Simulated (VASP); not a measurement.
# K4Cd2Se4O11 (a cell with a defect) in VASP: a series of runs

The runs below take K4Cd2Se4O11 (a cell with a defect) through single point, with PBE.

Program: VASP 6.6.1. These are calculated values, not measurements. Logs are shortened: lines on timing, memory, paths and dates and some standing lists are left out, and cuts for length are marked.

## 1. The structure

The cell holds a defect, 21 atoms: a = 5.698 Å, b = 11.397 Å, c = 7.123 Å, α = 113.58°, β = 90.00°, γ = 120.00°.

## 2. Single point, PBE

INCAR

```
ALGO = Fast
EDIFF = 1E-6
ENCUT = 520
GGA = PE
ISIF = 2
ISMEAR = 0
LASPH = T
LCHARG = F
LREAL = Auto
LWAVE = F
NBANDS = 91
NELM = 100
PREC = Accurate
SIGMA = 0.1
```

KPOINTS

```
k-points
0
Gamma
  3 2 2
```

POSCAR

```
K4Cd2Se4O11
1.0
    5.6984159900      0.0000000000     -0.0000005900
   -5.6984160000      9.8699460200     -0.0000011700
   -0.0000006500     -3.2899801300      6.3172155900
K Cd Se O
4 2 4 11
Direct
    0.8174925491      0.3091884387      0.4107621162
    0.1920684608      0.2006491981      0.5960697865
    0.7896935426      0.7956291797      0.4048368083
    0.2005120958      0.7020663186      0.6000327020
   -0.0142739273     -0.0047981352     -0.0078694503
    0.0103947970      0.5077477450      0.0051078833
    0.6188779086      0.1237505662      0.8673831741
    0.3817679826      0.3722841034      0.1313798222
    0.6236479480      0.6233721570      0.8697035931
    0.3787699591      0.8894981874      0.1366494861
    0.7349646340      0.0056178307      0.7486314774
    0.7395129675      0.2440938023      0.7547691944
    0.2640919793      0.0091547314      0.7535880482
    0.2516396942      0.4841862191      0.2449221010
    0.7330441147      0.4928771685      0.2489492383
    0.2721691216      0.2502638831      0.2438853687
    0.7338723325      0.5022515630      0.7560595254
    0.7525953172      0.7413156043      0.7520483105
    0.2705771908      0.5074097610      0.7539264230
    0.7498173187      0.9942234543      0.2442372884
    0.2317565951      0.7590181779      0.2433383827
```

Potentials or basis: VASP PAW PBE potentials, release 64 (K_sv, Cd, Se, O).

Run with:

```
$ cat potpaw_PBE.64/K_sv/POTCAR potpaw_PBE.64/Cd/POTCAR potpaw_PBE.64/Se/POTCAR potpaw_PBE.64/O/POTCAR > POTCAR
$ mpirun -np 1 vasp_std > vasp.out
```

OUTCAR:

```text
EDIFF = 1E-6
   ENCUT = 520
   GGA = PE
   ISIF = 2
   ISMEAR = 0
   LASPH = T
   LREAL = Auto
   NELM = 100
   PREC = Accurate

 ion  position               nearest neighbor table
   1  0.817  0.309  0.411-  19 2.74  17 2.80  12 2.81   2 3.43   4 3.47   2 3.59   6 3.75
   2  0.192  0.201  0.596-  20 2.74  16 2.77   1 3.43   3 3.58   1 3.59
   3  0.790  0.796  0.405-  18 2.76  11 2.81  13 2.83   4 3.46   4 3.50   2 3.58   5 3.71
   4  0.201  0.702  0.600-  15 2.81  21 2.85  14 2.89   3 3.46   1 3.47   3 3.50   6 3.76
   5  0.986  0.995  0.992-  20 2.24  18 2.29  13 2.32  11 2.32  16 2.33   3 3.71
   6  0.010  0.508  0.005-  21 2.27  19 2.32  17 2.33  15 2.35  14 2.37  12 2.38   1 3.75   4 3.76

   7  0.619  0.124  0.867-  12 1.71  11 1.72  13 1.72
   8  0.382  0.372  0.131-  15 1.71  14 1.72  16 1.73
   9  0.624  0.623  0.870-  17 1.71  19 1.72  18 1.72
  10  0.379  0.889  0.137-  21 1.77  20 1.80
  11  0.735  0.006  0.749-   7 1.72   5 2.32   3 2.81
  12  0.740  0.244  0.755-   7 1.71   6 2.38   1 2.81
  13  0.264  0.009  0.754-   7 1.72   5 2.32   3 2.83
  14  0.252  0.484  0.245-   8 1.72   6 2.37   4 2.89
  15  0.733  0.493  0.249-   8 1.71   6 2.35   4 2.81
  16  0.272  0.250  0.244-   8 1.73   5 2.33   2 2.77
  17  0.734  0.502  0.756-   9 1.71   6 2.33   1 2.80
  18  0.753  0.741  0.752-   9 1.72   5 2.29   3 2.76
  19  0.271  0.507  0.754-   9 1.72   6 2.32   1 2.74
  20  0.750  0.994  0.244-  10 1.80   5 2.24   2 2.74
  21  0.232  0.759  0.243-  10 1.77   6 2.27   4 2.85

  LATTYP: Found a simple monoclinic cell.
 ALAT       =     7.1225825419
 B/A-ratio  =     0.8000491334
 C/A-ratio  =     1.2806556555
 COS(beta)  =    -0.2810447354

  Lattice vectors:

 A1 = (  -0.0000006500,  -3.2899801300,   6.3172155900)
 A2 = (  -5.6984159900,   0.0000000000,   0.0000005900)
 A3 = (   0.0000006600,  -6.5799658900,  -6.3172138300)

Analysis of symmetry for initial positions (statically):
=====================================================================
 Subroutine PRICEL returns:
 Original cell was already a primitive cell.

 Routine SETGRP: Setting up the symmetry group for a
 simple monoclinic supercell.

 Subroutine GETGRP returns: Found  1 space group operations
 (whereof  1 operations were pure point group operations)
 out of a pool of  4 trial point group operations.

The static configuration has the point symmetry C_1 .

Analysis of symmetry for dynamics (positions and initial velocities):
[... 160 lines left out ...]
   ISIF   =      2    stress and relaxation
   ISYM   =      2    0-nonsym 1-usesym 2-fastsym
   POTIM  = 0.5000    time-step for ionic-motion
   TEBEG  =    0.0;   TEEND  =   0.0 temperature during run
   PSTRESS=    0.0 pullay stress
   NELECT =     150.0000    total number of electrons
   NUPDOWN=      -1.0000    fix difference up-down
   EMIN   =  10.00;   EMAX   =-10.00  energy-range for DOS
   EFERMI =   0.00;   METHOD = LEGACY
   ISMEAR =     0;   SIGMA  =   0.10  broadening in eV -4-tet -1-fermi 0-gaus
   EFERMI_NEDOS =   21; number of points for ismear=-14 and -15
   IALGO  =     68    algorithm
   IMIX   =      4    mixing-type and parameters
     AMIX     =   0.40;   BMIX     =  1.00
     AMIX_MAG =   1.60;   BMIX_MAG =  1.00
  volume/ion in A,a.u.               =      16.92       114.18
  Fermi-wavevector in a.u.,A,eV,Ry     =   1.228119  2.320808 20.521339  1.508276
  Thomas-Fermi vector in A             =   2.363056
   LORBIT       =      0    0 simple, 1 ext, 2 COOP (PROOUT), +10 PAW based schemes
   GGA     = PE    functional components
   LHFCALC =     F    Hartree Fock is set to
   AEXX    =    0.0000 exact exchange contribution
   IVDW    =     0    specifies the selected vdW correction
   LEPSILON=     F    determine dielectric tensor
   LRPA    =     F    only Hartree local field effects (RPA)
 non-spin polarized calculation
 RMM-DIIS sequential band-by-band and
 Gauss-broadening in eV      SIGMA  =   0.10
  energy-cutoff  :      520.00
  volume of cell :      355.30
 maximum number of plane-waves:      9600
 NGX is ok and might be reduce to    42
   NGX = 21   NGY = 43   NGZ = 27

 number of electron     149.9999999 magnetization

 Free energy of the ion-electron system (eV)
  ---------------------------------------------------
  ext. energy  EPLUGINS =         0.00000000
  ---------------------------------------------------
  free energy    TOTEN  =       -99.66893403 eV

  energy without entropy =      -99.66893403  energy(sigma->0) =      -99.66893403

 E-fermi :   2.7210     XC(G=0):  -9.3052

 val. band max:        2.2138172351   @ k =   0.3333   0.5000   0.5000
 cond. band min:       4.0278405358   @ k =   0.3333   0.5000  -0.0000
 fundamental gap:      1.8140233007
 Fermi energy:         2.7209698860

 k-point     1 :       0.0000    0.0000    0.0000
  band No.  band energies     occupation
      1     -27.4945      2.00000
      2     -27.4278      2.00000
      3     -27.4209      2.00000
      4     -27.2337      2.00000
      5     -19.4307      2.00000
      6     -19.3337      2.00000
[... 709 lines left out ...]
     86       6.9917      0.00000
     87       7.2043      0.00000
 [bands above 87 left out]

------------------------ aborting loop because EDIFF is reached ----------------------------------------

  FORCE on cell =-STRESS in cart. coord.  units (eV):
  Direction    XX          YY          ZZ          XY          YZ          ZX
  --------------------------------------------------------------------------------------
  -------------------------------------------------------------------------------------
  Total        5.3256294      5.9127827      4.8760397      1.2103747      0.1593863     -0.2631045
  in kB       24.0152405     26.6629326     21.9878737      5.4580291      0.7187318     -1.1864358
  external PRESSURE =      24.2220156 kB  Pullay stress =       0.0000000 kB

 VOLUME and BASIS-vectors are now :
 -----------------------------------------------------------------------------
  energy-cutoff  :      520.00
  volume of cell :      355.30
      direct lattice vectors                 reciprocal lattice vectors
     5.698415990  0.000000000 -0.000000590     0.175487369  0.101317686  0.052765856
    -5.698416000  9.869946020 -0.000001170     0.000000005  0.101317686  0.052765838
    -0.000000650 -3.289980130  6.317215590     0.000000016  0.000000028  0.158297604

 POSITION                                       TOTAL-FORCE (eV/Angst)
 -----------------------------------------------------------------------------------
      2.89653      1.70027      2.59487        -0.002222     -0.004073      0.004022
     -0.04890      0.01934      3.76550         0.001972     -0.001078     -0.002364
     -0.03382      6.52091      2.55744         0.001029      0.002013      0.000566
     -2.85807      4.95526      3.79053         0.001670     -0.004849     -0.002966
     -0.05400      6.55850      6.26750         0.031209     -0.002605      0.010920
     -2.83412      4.99464      0.03227         0.009462     -0.022028     -0.006581
[... 13 lines left out ...]
     -1.39273      9.00940      1.54290         0.064961      0.021358      0.089471
     -3.00456      6.69089      1.53722        -0.011229     -0.080638      0.080058
 -----------------------------------------------------------------------------------
    total drift:                               -0.009595     -0.001385     -0.005484

  FREE ENERGIE OF THE ION-ELECTRON SYSTEM (eV)
  ---------------------------------------------------
  free  energy   TOTEN  =       -99.6689340324 eV

  energy  without entropy=      -99.6689340324  energy(sigma->0) =      -99.66893403
```

stdout:

```text
POSCAR found type information on POSCAR K CdSeO
 POSCAR found :  4 types and      21 ions
 scaLAPACK will be used
 LDA part: xc-table for (Slater+PW92), standard interpolation
 -----------------------------------------------------------------------------
|                                                                             |
[... 96 lines left out ...]
WARNING in EDDRMM: call to ZHEGV failed, returncode =   8  4     50
WARNING in EDDRMM: call to ZHEGV failed, returncode =   6  3     71
WARNING in EDDRMM: call to ZHEGV failed, returncode =   6  3     64
WARNING in EDDRMM: call to ZHEGV failed, returncode =   6  3     66
WARNING in EDDRMM: call to ZHEGV failed, returncode =   8  4     65
WARNING in EDDRMM: call to ZHEGV failed, returncode =   6  3     64
WARNING in EDDRMM: call to ZHEGV failed, returncode =   8  4     65
```

Run time: 15 min. Hardware: 1 thread of AMD EPYC 7R13 (Zen 3), shared host; peak memory 0.53 GiB.

What came out:

```
Free energy            : -99.6689 eV
Pressure               : 2.4 GPa
Largest force          : 0.273 eV/Å
Band gap on the k mesh : 1.81 eV, indirect (least direct gap 1.83 eV)
```

Forces on the atoms (eV/Å):
```
K   -0.002 -0.004  0.004
K    0.002 -0.001 -0.002
K    0.001  0.002  0.001
K    0.002 -0.005 -0.003
Cd   0.031 -0.003  0.011
Cd   0.009 -0.022 -0.007
Se   0.009 -0.013  0.259
Se  -0.009 -0.010 -0.259
Se   0.001  0.012  0.273
Se  -0.097  0.078 -0.092
O    0.121 -0.064 -0.113
O   -0.004  0.164 -0.107
O   -0.126 -0.059 -0.103
O   -0.133  0.069  0.103
O    0.133  0.081  0.110
O    0.007 -0.142  0.103
O    0.127 -0.081 -0.119
O    0.007  0.135 -0.113
O   -0.134 -0.077 -0.115
O    0.065  0.021  0.089
O   -0.011 -0.081  0.080
```

Caveat: the k mesh is coarse (spacing up to 0.50 Å⁻¹), so the values aren't converged.

## 3. Single point, PBE

INCAR

```
PREC = Accurate
ENCUT = 520
EDIFF = 1E-7
ISMEAR = 0
SIGMA = 0.1
LREAL = Auto
LASPH = T
NELM = 80
ALGO = Fast
ISIF = 2
LWAVE = F
LCHARG = T
GGA = PE
LELF = T
LVHAR = T
NBANDS = 91
```

KPOINTS

```
regular mesh
0
Gamma
  3 2 2
```

POSCAR

```
K4Cd2Se4O11
1.0
    5.6984159900      0.0000000000     -0.0000005900
   -5.6984160000      9.8699460200     -0.0000011700
   -0.0000006500     -3.2899801300      6.3172155900
K Cd Se O
4 2 4 11
Direct
    0.8299323057      0.3200947859      0.4177007776
    0.2232214349      0.1990967681      0.5928620468
    0.7885729542      0.7898429095      0.3980646780
    0.1998974051      0.7036043322      0.5933959175
    0.0077056827     -0.0108345560     -0.0115509764
   -0.0019637557      0.5045529668      0.0068336419
    0.6357857192      0.1197264195      0.8677743283
    0.3597000274      0.3649965721      0.1254194396
    0.6225393576      0.6251461223      0.8676631374
    0.3901988736      0.8826790492      0.1287328652
    0.7531105080      0.0034729792      0.7395917366
    0.7639103677      0.2482808477      0.7685841447
    0.2813127624      0.0062641366      0.7499646175
    0.2618083747      0.4913175642      0.2453406421
    0.7103101915      0.4710115573      0.2445694544
    0.2086010355      0.2384466711      0.2314952500
    0.7246667096      0.5002844432      0.7534496718
    0.7377658236      0.7383687124      0.7413447004
    0.2690566047      0.5138584062      0.7609543622
    0.3727940838      1.0394038588      0.2903789510
    0.2325517182      0.7550921647      0.2407576564
```

Potentials or basis: VASP PAW PBE potentials, release 64 (K_sv, Cd, Se, O).

Run with:

```
$ cat potpaw_PBE.64/K_sv/POTCAR potpaw_PBE.64/Cd/POTCAR potpaw_PBE.64/Se/POTCAR potpaw_PBE.64/O/POTCAR > POTCAR
$ mpirun -np 1 vasp_std > vasp.out
```

Wall time 27 min (1 thread of AMD EPYC 7R13 (Zen 3), shared host); peak memory 0.54 GiB.

Results (log left out):

```
Free energy            : -99.3018 eV
Pressure               : 2.4 GPa
Largest force          : 0.823 eV/Å
Band gap on the k mesh : 1.55 eV, indirect (least direct gap 1.71 eV)
```

Forces in eV/Å, atoms in the order of the input:
```
K   -0.024 -0.079 -0.017
K   -0.010 -0.018  0.022
K    0.011  0.032  0.042
K   -0.001 -0.010  0.016
Cd   0.010 -0.012  0.216
Cd   0.002 -0.022 -0.009
Se  -0.020 -0.034  0.296
Se   0.000 -0.009 -0.254
Se   0.085  0.030  0.303
Se   0.535 -0.065 -0.170
O    0.116 -0.094 -0.070
O    0.005  0.167 -0.219
O   -0.127 -0.044 -0.046
O   -0.140  0.125  0.125
O    0.140  0.087  0.101
O   -0.057 -0.054  0.165
O    0.124 -0.117 -0.118
O    0.040  0.154  0.025
O   -0.133 -0.040 -0.114
O   -0.692  0.077 -0.438
O    0.133 -0.073  0.145
```

Stress tensor (GPa, compression positive):
```
 2.14 -0.56 -0.10
-0.56  2.69  0.29
-0.10  0.29  2.34
```

Levels at points of the mesh, in eV from the valence-band top:
```tsv
k point	band 71	band 72	band 73	band 74	band 75	band 76	band 77	band 78	band 79	band 80
(0.00, 0.00, 0.00)	-2.13	-2.09	-2.01	-1.98	-0.26	1.55	2.33	2.53	2.79	2.97
(0.00, 0.50, 0.00)	-2.24	-2.10	-2.09	-2.00	-0.22	1.61	2.43	2.55	2.81	2.95
(0.00, 0.00, 0.50)	-2.20	-2.12	-1.97	-1.90	-0.23	1.72	2.38	2.59	2.69	2.85
(0.00, 0.50, 0.50)	-2.25	-2.17	-2.00	-1.89	-0.17	1.65	2.48	2.59	2.89	3.03
```

Caveat: the k mesh is coarse (spacing up to 0.50 Å⁻¹), so the values aren't converged.

## 4. Single point, PBE

INCAR

```
PREC = Accurate ; ENCUT = 520
EDIFF = 1E-6 ; ISMEAR = 0
SIGMA = 0.1 ; LREAL = Auto
LASPH = True ; NELM = 100
ALGO = Fast ; ISIF = 2
LWAVE = False ; LCHARG = False
GGA = PE ; NBANDS = 91
```

KPOINTS

```
Automatic mesh
0
Gamma
  3 2 2
```

POSCAR

```
K4Cd2Se4O11
1.0
    5.6984159900      0.0000000000     -0.0000005900
   -5.6984160000      9.8699460200     -0.0000011700
   -0.0000006500     -3.2899801300      6.3172155900
K Cd Se O
4 2 4 11
Direct
    0.7987695973      0.3084862843      0.4109887964
    0.2071483056      0.2003996953      0.5954525856
    0.7997693988      0.7951356074      0.4042770689
    0.2021296172      0.7015453510      0.5999685916
    0.0037625317     -0.0050358772     -0.0089884543
    0.0034462371      0.5074333094      0.0050244598
    0.6274787889      0.1233952735      0.8670884247
    0.3615544429      0.3717963964      0.1309829681
    0.6207951084      0.6231742658      0.8691199496
    0.3982391336      0.8893069859      0.1375655561
    0.7485221316      0.0065611205      0.7529224516
    0.7528011191      0.2440026218      0.7549141962
    0.2753014814      0.0077275646      0.7479433152
    0.2560003265      0.4945708058      0.2484030674
    0.7151808428      0.4814681468      0.2447138242
    0.2225215403      0.2496065829      0.2431013160
    0.7369002234      0.5045069588      0.7543554525
    0.7335306814      0.7407869969      0.7508469882
    0.2683170298      0.5046136615      0.7550503352
    0.2378908418      0.9949168012      0.2438182269
    0.2809143794      0.7586106091      0.2440828608
```

Run with:

```
$ cat potpaw_PBE.64/K_sv/POTCAR potpaw_PBE.64/Cd/POTCAR potpaw_PBE.64/Se/POTCAR potpaw_PBE.64/O/POTCAR > POTCAR
$ mpirun -np 1 vasp_std > vasp.out
```

Wall time 17 min (1 thread of AMD EPYC 7R13 (Zen 3), shared host); peak memory 0.53 GiB.

Results (log left out):

```
Free energy            : -99.6685 eV
Pressure               : 2.4 GPa
Largest force          : 0.272 eV/Å
Band gap on the k mesh : 1.80 eV, direct
```

Forces in eV/Å, atoms in the order of the input:
```
K   -0.001 -0.002 -0.001
K   -0.004 -0.002 -0.001
K    0.002  0.003  0.001
K    0.001 -0.004 -0.004
Cd  -0.034 -0.008  0.009
Cd  -0.006 -0.024 -0.002
Se  -0.008 -0.013  0.262
Se  -0.006 -0.003 -0.272
Se   0.009  0.006  0.264
Se   0.110  0.088 -0.094
O    0.124 -0.068 -0.099
O    0.004  0.164 -0.105
O   -0.121 -0.064 -0.114
O   -0.130  0.080  0.111
O    0.140  0.066  0.103
O   -0.014 -0.134  0.106
O    0.126 -0.079 -0.108
O   -0.006  0.138 -0.111
O   -0.128 -0.082 -0.111
O   -0.062  0.021  0.088
O    0.004 -0.082  0.079
```

Stress tensor (GPa, compression positive):
```
 2.40 -0.53  0.13
-0.53  2.66  0.07
 0.13  0.07  2.20
```

Levels at points of the mesh, in eV from the valence-band top:
| k point | band 73 | band 74 | band 75 | band 76 | band 77 | band 78 |
| --- | --- | --- | --- | --- | --- | --- |
| (0.00, 0.00, 0.00) | -1.96 | -1.92 | -0.30 | 2.09 | 2.40 | 2.53 |
| (0.00, 0.50, 0.00) | -2.01 | -1.97 | -0.23 | 2.21 | 2.45 | 2.73 |
| (0.00, 0.00, 0.50) | -2.01 | -1.91 | -0.27 | 2.31 | 2.45 | 2.60 |
| (0.00, 0.50, 0.50) | -2.08 | -1.94 | -0.19 | 2.16 | 2.48 | 2.83 |

Caveat: the k mesh is coarse (spacing up to 0.50 Å⁻¹), so the values aren't converged. As with any semilocal functional, this PBE gap is likely too small.
